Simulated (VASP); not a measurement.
An input for Quantum ESPRESSO's pw.x (written as the equivalent of a VASP run, and not itself run):

```
&CONTROL
  calculation = 'vc-relax'
  pseudo_dir = './pseudo'
  outdir = './out'
  tprnfor = .true.
  tstress = .true.
  nstep = 30
  forc_conv_thr = 0.00039
/
&SYSTEM
  ibrav = 0
  nat = 3
  ntyp = 2
  ecutwfc = 84
  occupations = 'smearing'
  smearing = 'gaussian'
  degauss = 0.003675
  input_dft = 'pbesol'
/
&ELECTRONS
  conv_thr = 7.3e-09
  electron_maxstep = 100
/
&IONS
/
&CELL
  cell_dofree = 'shape'
/
ATOMIC_SPECIES
  Pt 195.084 Pt.upf
  S 32.060 S.upf
CELL_PARAMETERS angstrom
     1.8181747   -3.1491710    0.0000000
     1.8181747    3.1491710    0.0000000
     0.0000000    0.0000000    4.9142742
ATOMIC_POSITIONS crystal
  Pt   0.0000000  0.0000000  1.0000000
  S    0.3333330  0.6666670  0.2484506
  S    0.6666670  0.3333330  0.7515494
K_POINTS automatic
  7 7 5 0 0 0
```

Q: Write the VASP files for the same calculation (PBEsol).

A: One answer among several that fit: 
KPOINTS:
```
Automatic
0
gamma
 7 7 5
```

INCAR:
```
SYSTEM = PtS2
PREC = Accurate
ENCUT = 520
EDIFF = 1E-7
NELM = 100
ALGO = Normal
LREAL = .FALSE.
LASPH = .TRUE.
ISMEAR = 0
SIGMA = 0.05
GGA = PS
LMAXMIX = 6
LWAVE = .FALSE.
LCHARG = .FALSE.
ISIF = 4
IBRION = 2
NSW = 30
EDIFFG = -0.01
```

**POSCAR**
```
PtS2
1
    1.8181747065    -3.1491710423     0.0000000000
    1.8181747065     3.1491710423     0.0000000000
    0.0000000000     0.0000000000     4.9142742423
Pt S
1 2
Direct
  0.0000000000   0.0000000000   1.0000000000
  0.3333330000   0.6666670000   0.2484506173
  0.6666670000   0.3333330000   0.7515493827
```

POTCAR, in this order: Pt S (PBE.64 set). Program: vasp_std.

Limits of the translation: the potentials are each code's own (VASP's PAW set, PseudoDojo norm-conserving files in pw.x), so ENCUT and ecutwfc are chosen apart and not converted; conv_thr bounds pw.x's estimated SCF error, while EDIFF bounds the energy change between steps; forc_conv_thr acts on force components and is met together with etot_conv_thr.

The compound is PtS2 in the 1T layered structure. This cell is one point of a volume scan, at 1.06 of the reference volume. Symmetry was kept, so distortions that lower it aren't found.
